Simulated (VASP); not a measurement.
## WS2 (Tungstenite): what each functional gives, and what it costs

Aim: the band gap of WS2 (Tungstenite) at many levels of theory on one cell, with the cost of each. The levels: LDA, PBEsol, PBE, r2SCAN, TB-mBJ, BLYP, AM05, HSE06, r2SCAN0, B3LYP, PBE + SOC and TB-mBJ + SOC. The start is a cell from a database of measured crystal structures.

Calculated with VASP 6.6.1; LDA; plane waves and PAW (W, S), in the first sound run; inputs show where later runs differ.

### Step 1. Starting point

The structure is hexagonal, space group P6_3/mmc (No. 194). The conventional cell has a = 3.153 Å, b = 3.153 Å, c = 12.323 Å, α = 90.00°, β = 90.00°, γ = 120.00°. W has 6 S at 2.40 Å nearest. Nearest to S lie 3 W at 2.40 Å. Farther neighbours and most contacts between anions are not listed.

Structure file:

```cif
data_structure
_symmetry_space_group_name_H-M 'P 1'
_symmetry_Int_Tables_number 1
_cell_length_a 3.1532
_cell_length_b 3.1532
_cell_length_c 12.3230
_cell_angle_alpha 90.000
_cell_angle_beta 90.000
_cell_angle_gamma 120.000
_cell_volume 106.11
loop_
_atom_site_label
_atom_site_type_symbol
_atom_site_fract_x
_atom_site_fract_y
_atom_site_fract_z
_atom_site_occupancy
W1 W 0.33333 0.66667 0.25000 1
W2 W 0.66667 0.33333 0.75000 1
S3 S 0.33333 0.66667 0.62250 1
S4 S 0.66667 0.33333 0.12250 1
S5 S 0.33333 0.66667 0.87750 1
S6 S 0.66667 0.33333 0.37750 1
```

### Step 2. Bands with LDA, k 5×5×2

The mesh alone shows little of the dispersion and can miss band extrema, so KPOINTS_OPT adds a path through the symmetry points after the self-consistent cycle. LDA, the lowest rung, knows the local density alone.

Input file INCAR:

```
SYSTEM = WS2
PREC = Accurate
ENCUT = 400
EDIFF = 1E-06
NELM = 100
ISMEAR = 0
SIGMA = 0.02
LREAL = .FALSE.
ALGO = Normal
GGA = CA
NBANDS = 34
LASPH = .TRUE.
LORBIT = 11
LWAVE = .FALSE.
LCHARG = .FALSE.
KPAR = 4
NCORE = 2
```

Input file POSCAR:

```
WS2
1.0
    3.1532000000      0.0000000000      0.0000000000
   -1.5766000000      2.7307513032      0.0000000000
    0.0000000000      0.0000000000     12.3230000000
W S
2 4
Direct
    0.3333333333      0.6666666667      0.2500000000
    0.6666666667      0.3333333333      0.7500000000
    0.3333333333      0.6666666667      0.6225000000
    0.6666666667      0.3333333333      0.1225000000
    0.3333333333      0.6666666667      0.8775000000
    0.6666666667      0.3333333333      0.3775000000
```

Input file KPOINTS:

```
Automatic mesh
0
Gamma
5 5 2
0 0 0
```

Input file KPOINTS_OPT:

```
Line mode
16
Line-mode
Reciprocal
  0.00000000   0.00000000   0.00000000 GAMMA
  0.50000000   0.00000000   0.00000000 M

  0.50000000   0.00000000   0.00000000 M
  0.33333333   0.33333333   0.00000000 K

  0.33333333   0.33333333   0.00000000 K
  0.00000000   0.00000000   0.00000000 GAMMA

  0.00000000   0.00000000   0.00000000 GAMMA
  0.00000000   0.00000000   0.50000000 A

  0.00000000   0.00000000   0.50000000 A
  0.50000000   0.00000000   0.50000000 L

  0.50000000   0.00000000   0.50000000 L
  0.33333333   0.33333333   0.50000000 H

  0.33333333   0.33333333   0.50000000 H
  0.00000000   0.00000000   0.50000000 A

  0.50000000   0.00000000   0.50000000 L
  0.50000000   0.00000000   0.00000000 M

  0.33333333   0.33333333   0.00000000 K
  0.33333333   0.33333333   0.50000000 H
```

PAW data sets: W and S (PBE family, release 64).

The run is started by

```bash
$ mpirun -np 8 vasp_std
```

Numbers of over 12 decimals in the logs are rounded to 6 here.

The log of the run:

```text
[banner, memory and clock lines left out]
running    8 mpi-ranks, on    1 nodes
 distrk:  each k-point on    2 cores,    4 groups
 distr:  one band on    2 cores,    1 groups

 POSCAR found type information on POSCAR W S
 POSCAR found :  2 types and       6 ions
|                                                                             |
|               ----> ADVICE to this user running VASP <----                  |
|                                                                             |
|     You enforced a specific xc type in the INCAR file but a different       |
|     [... a line on the potential file left out ...]
|     I HOPE YOU KNOW WHAT YOU ARE DOING!                                     |
|                                                                             |

 LDA part: xc-table for (Slater(with rela. corr.)+CA(PZ))
 , standard interpolation
 POSCAR, INCAR and KPOINTS ok, starting setup
 FFT: planning ... GRIDC
 FFT: planning ... GRID_SOFT
 FFT: planning ... GRID
 WAVECAR not read
 entering main loop
       N       E                     dE             d eps       ncg     rms          rms(c)
DAV:   1     0.132296173872E+03    0.13230E+03   -0.13413E+04   680   0.760E+02
DAV:   2    -0.440238339595E+02   -0.17632E+03   -0.16559E+03   836   0.196E+02
DAV:   3    -0.553679163156E+02   -0.11344E+02   -0.11188E+02   880   0.486E+01
DAV:   4    -0.555213881635E+02   -0.15347E+00   -0.15326E+00   880   0.639E+00
DAV:   5    -0.555240863110E+02   -0.26981E-02   -0.26967E-02   900   0.825E-01    0.428E+01
DAV:   6    -0.531858916198E+02    0.23382E+01   -0.43825E+00  1006   0.111E+01    0.175E+01
DAV:   7    -0.529026693107E+02    0.28322E+00   -0.16582E+00   818   0.768E+00    0.973E+00
DAV:   8    -0.527466035514E+02    0.15607E+00   -0.29635E-01   898   0.330E+00    0.146E+00
DAV:   9    -0.527432552263E+02    0.33483E-02   -0.51257E-02   840   0.108E+00    0.750E-01
DAV:  10    -0.527408352464E+02    0.24200E-02   -0.14480E-02   850   0.528E-01    0.347E-01
DAV:  11    -0.527405284986E+02    0.30675E-03   -0.12230E-03   872   0.168E-01    0.174E-01
DAV:  12    -0.527404960112E+02    0.32487E-04   -0.62920E-05   872   0.474E-02    0.129E-01
DAV:  13    -0.527404848344E+02    0.11177E-04   -0.28344E-05   808   0.223E-02    0.172E-02
DAV:  14    -0.527404830910E+02    0.17434E-05   -0.46296E-06   862   0.984E-03    0.164E-02
DAV:  15    -0.527404827996E+02    0.29148E-06   -0.50118E-07   454   0.321E-03
   1 F= -.52740483E+02 E0= -.52740483E+02  d E =-.660959E-23
 Start KPOINTS_OPT (optional k-point list driver)
k-point batch [1-10\144]
       N       E                     dE             ncg
DAV:   1     0.210287003465E+04   -0.51908E+03      680
DAV:   2     0.245349652184E+03   -0.18575E+04      904
DAV:   3     0.130049194296E+03   -0.11530E+03      856
DAV:   4     0.128395054516E+03   -0.16541E+01      920
DAV:   5     0.128363943645E+03   -0.31111E-01      872
DAV:   6     0.128363142228E+03   -0.80142E-03      928
DAV:   7     0.128363118523E+03   -0.23705E-04      880
DAV:   8     0.128363117811E+03   -0.71236E-06      656
[...]
k-point batch [141-144\144]
       N       E                     dE             ncg
DAV:   1     0.883067786086E+04   -0.45424E+04      272
DAV:   2     0.818109409609E+04   -0.64958E+03      314
DAV:   3     0.813976976212E+04   -0.41324E+02      328
DAV:   4     0.813918691032E+04   -0.58285E+00      328
DAV:   5     0.813917857745E+04   -0.83329E-02      360
DAV:   6     0.813917844523E+04   -0.13222E-03      312
DAV:   7     0.813917844209E+04   -0.31353E-05      360
DAV:   8     0.813917844202E+04   -0.68906E-07      224
```

Elapsed: 45 s, on 8 MPI ranks of AMD EPYC 7R43, shared host; peak memory 1.4 GiB; 5.9 min of CPU time.

The logs omit lines about the potential files and the build; timing stands in the text.

From OUTCAR (step 2):

```text
ion  position               nearest neighbor table
   1  0.333  0.667  0.250-   4 2.40   6 2.40   4 2.40   6 2.40   4 2.40   6 2.40
   2  0.667  0.333  0.750-   3 2.40   5 2.40   3 2.40   5 2.40   3 2.40   5 2.40
   3  0.333  0.667  0.623-   2 2.40   2 2.40   2 2.40
   4  0.667  0.333  0.123-   1 2.40   1 2.40   1 2.40
   5  0.333  0.667  0.877-   2 2.40   2 2.40   2 2.40
   6  0.667  0.333  0.377-   1 2.40   1 2.40   1 2.40

  LATTYP: Found a hexagonal cell.
 ALAT       =     3.1532000000
 C/A-ratio  =     3.9080933655

 Subroutine GETGRP returns: Found 24 space group operations
 (whereof 12 operations were pure point group operations)

The static configuration has the point symmetry D_3d.
 The point group associated with its full space group is D_6h.

 Found     10 irreducible k-points:

   k-points           NKPTS =     10   k-points in BZ     NKDIM =     10   number of bands    NBANDS=     34

   dimension x,y,z NGX =    24 NGY =   24 NGZ =   80
   dimension x,y,z NGXF=    48 NGYF=   48 NGZF=  160

   ENCUT  =  400.0 eV  29.40 Ry    5.42 a.u.   5.14  5.14 20.10*2*pi/ulx,y,z

   NELECT =      36.0000    total number of electrons

 k-points in reciprocal lattice and weights: Automatic mesh
   0.00000000  0.00000000  0.00000000       0.020
   0.20000000 -0.00000000  0.00000000       0.120
   0.40000000 -0.00000000  0.00000000       0.120
   0.20000000  0.20000000  0.00000000       0.120
   0.40000000  0.20000000  0.00000000       0.120
   0.00000000  0.00000000  0.50000000       0.020
   0.20000000 -0.00000000  0.50000000       0.120
   0.40000000 -0.00000000  0.50000000       0.120
   0.20000000  0.20000000  0.50000000       0.120
   0.40000000  0.20000000  0.50000000       0.120

 average (electrostatic) potential at core
       1 -39.5690       2 -39.5690       3 -85.6901       4 -85.6901       5 -85.6901
       6 -85.6901

 E-fermi :   6.3076

 k-point     1 :       0.0000    0.0000    0.0000
  band No.  band energies     occupation
    ...
     14       4.0026      2.00000
     15       4.0026      2.00000
     16       4.7322      2.00000
     17       4.8939      2.00000
     18       6.1734      2.00000
     19       8.4979      0.00000
     20       8.4979      0.00000
     21       8.5110      0.00000
     22       8.5110      0.00000
     23       8.5599      0.00000
    ...

 k-point     2 :       0.2000   -0.0000    0.0000
  band No.  band energies     occupation
    ...
     14       3.3446      2.00000
     15       3.7726      2.00000
     16       4.6272      2.00000
     17       4.7926      2.00000
     18       5.0296      2.00000
     19       7.5488      0.00000
     20       8.1000      0.00000
     21       8.3455      0.00000
     22       8.3719      0.00000
     23       8.4250      0.00000
    ...

 k-point     3 :       0.4000   -0.0000    0.0000
  band No.  band energies     occupation
    ...
     14       3.6532      2.00000
     15       4.1580      2.00000
     16       4.1673      2.00000
     17       4.3361      2.00000
     18       4.5106      2.00000
     19       8.2363      0.00000
     20       8.2457      0.00000
     21       8.3482      0.00000
     22       8.7728      0.00000
     23       9.1407      0.00000
    ...

  Total       -2.1676354     -2.1676354     -2.0426008      0.0000000      0.0000000      0.0000000
  in kB      -32.7300526    -32.7300526    -30.8421011      0.0000000      0.0000000      0.0000000
  external PRESSURE =     -32.1007355 kB  Pullay stress =       0.0000000 kB

  energy-cutoff  :      400.00
  volume of cell :      106.11
      direct lattice vectors                 reciprocal lattice vectors
     3.153200000  0.000000000  0.000000000     0.317138145  0.183099794  0.000000000
    -1.576600000  2.730751303  0.000000000     0.000000000  0.366199587  0.000000000
     0.000000000  0.000000000 12.323000000     0.000000000  0.000000000  0.081149071

 POSITION                                       TOTAL-FORCE (eV/Angst)
 -----------------------------------------------------------------------------------
     -0.00000      1.82050      3.08075         0.000000      0.000000      0.000000
      1.57660      0.91025      9.24225         0.000000      0.000000      0.000000
     -0.00000      1.82050      7.67107        -0.000000      0.000000      0.260601
      1.57660      0.91025      1.50957         0.000000     -0.000000      0.260601
     -0.00000      1.82050     10.81343        -0.000000      0.000000     -0.260601
      1.57660      0.91025      4.65193         0.000000     -0.000000     -0.260601
 -----------------------------------------------------------------------------------
    total drift:                               -0.000000      0.000000     -0.000000

  FREE ENERGIE OF THE ION-ELECTRON SYSTEM (eV)
  ---------------------------------------------------
  free  energy   TOTEN  =       -52.7404827996 eV

  energy  without entropy=      -52.7404827996  energy(sigma->0) =      -52.74048280

 total charge
# of ion       s       p       d       tot
------------------------------------------
    1        0.558   0.708   4.367   5.633
    2        0.558   0.708   4.367   5.633
    3        1.350   2.332   0.000   3.682
    4        1.350   2.332   0.000   3.682
    5        1.350   2.332   0.000   3.682
    6        1.350   2.332   0.000   3.682
--------------------------------------------------
tot          6.515  10.743   8.735  25.993

[... 3 further parts left out ...]
```

Spin-orbit coupling is off here; with elements this heavy it splits and shifts levels by tenths of an eV or more. The PAW data sets were made with PBE, though LDA sets exist; this is a small mismatch. At this level the cell is under a tension of 3.2 GPa, so at these settings it is away from equilibrium. The data set W keeps the semicore shell frozen, which is cheaper and a little less accurate.

Numbers from this step:

```
SCF cycles                        : 15
electrons                         : 36
bands                             : 34
irreducible k-points              : 10
symmetry operations               : 24
free energy (TOTEN)               : -52.7405 eV
Fermi energy                      : 6.308 eV
pressure                          : -3.210 GPa
metallic                          : no
least gap on mesh and path        : 0.9129 eV
least direct gap on mesh and path : 1.830 eV
valence top at k                  : 0, 0, 0
conduction bottom at k            : 0.1778, 0.1778, 0
least direct gap at k             : 0.3333, 0.3333, 0
```

The electronic bands at the labelled points (eV, zero at the valence-band top; v1 is the highest filled band, c1 the lowest empty one):

```csv
point,v4,v3,v2,v1,c1,c2,c3,c4
Γ,-2.17,-1.44,-1.28,0.00,2.32,2.32,2.34,2.34
0.47 of the way,-2.53,-1.73,-1.54,-1.40,1.30,1.86,2.10,2.27
M,-1.91,-1.70,-1.70,-1.52,2.27,2.31,2.54,2.87
0.47 of the way,-2.98,-2.57,-1.25,-0.99,1.96,2.08,2.71,2.79
K,-2.89,-2.89,-0.77,-0.55,1.28,1.28,1.95,3.25
0.47 of the way,-2.08,-1.90,-1.55,-1.53,0.91,1.85,2.13,2.16
Γ,-2.17,-1.44,-1.28,0.00,2.32,2.32,2.34,2.34
0.47 of the way,-2.18,-2.06,-0.78,-0.07,2.32,2.32,2.33,2.33
A,-2.20,-2.20,-0.31,-0.31,2.32,2.32,2.32,2.32
0.47 of the way,-2.26,-2.26,-1.41,-1.41,1.72,1.72,1.97,1.97
L,-1.80,-1.80,-1.59,-1.59,2.29,2.29,2.73,2.73
0.47 of the way,-2.84,-2.84,-1.11,-1.11,2.02,2.02,2.80,2.80
H,-3.08,-3.08,-0.67,-0.67,1.28,1.28,2.51,2.51
0.47 of the way,-2.05,-2.05,-1.54,-1.54,1.33,1.33,2.26,2.26
A,-2.20,-2.20,-0.31,-0.31,2.32,2.32,2.32,2.32
jump to L,-1.80,-1.80,-1.59,-1.59,2.29,2.29,2.73,2.73
0.53 of the way,-1.88,-1.72,-1.67,-1.54,2.27,2.30,2.59,2.84
M,-1.91,-1.70,-1.70,-1.52,2.27,2.31,2.54,2.87
jump to K,-2.89,-2.89,-0.77,-0.55,1.28,1.28,1.95,3.25
0.47 of the way,-2.96,-2.96,-0.75,-0.58,1.28,1.28,2.09,3.03
H,-3.08,-3.08,-0.67,-0.67,1.28,1.28,2.51,2.51
```

The largest weight of each band there:

```csv
point,v4,v3,v2,v1,c1,c2,c3,c4
Γ,W 0.61,S 0.90,W 0.86,W 0.72,W 0.54,W 0.54,W 0.53,W 0.53
M,S 0.81,W 0.70,S 0.79,W 0.76,W 0.98,W 0.97,W 0.90,W 0.91
K,S 0.65,S 0.65,W 0.84,W 0.81,W 0.95,W 0.95,W 0.83,W 0.75
Γ,W 0.61,S 0.90,W 0.86,W 0.72,W 0.54,W 0.54,W 0.53,W 0.53
A,W 0.61,W 0.61,W 0.68,W 0.68,W 0.53,W 0.53,W 0.53,W 0.53
L,S 0.80,S 0.80,W 0.73,W 0.73,W 0.98,W 0.98,W 0.91,W 0.91
```

Force by atom:

```csv
atom,x (eV/Å),y (eV/Å),z (eV/Å),size
W1,0.000,0.000,0.000,0.000
W2,0.000,0.000,0.000,0.000
S3,0.000,0.000,0.261,0.261
S4,0.000,0.000,0.261,0.261
S5,0.000,0.000,-0.261,0.261
S6,0.000,0.000,-0.261,0.261
```

The gap is 0.91 eV, indirect, from Γ to a point between the labelled ones.

(Continued in part 2 of 6.)

[Lines on the potential files, build, host, timing and source positions are cut from VASP's logs without a mark.]

[Logs are printed without paths, hosts, clocks, repeated set-up lines and the standing remarks that a program may print on its own settings, such as how far it seeks lower states.]

[Hosts, paths, dates, database ids (printed as entryN), source tags and the programs' standing remarks are cut or masked in the printed files.]

[Measured values are set beside computed ones only where the two were judged alike; some that the calculation misses by far are left out.]

[In band tables of VASP the shares of atoms and orbitals are scaled to a sum of 1 inside the atoms' spheres.]
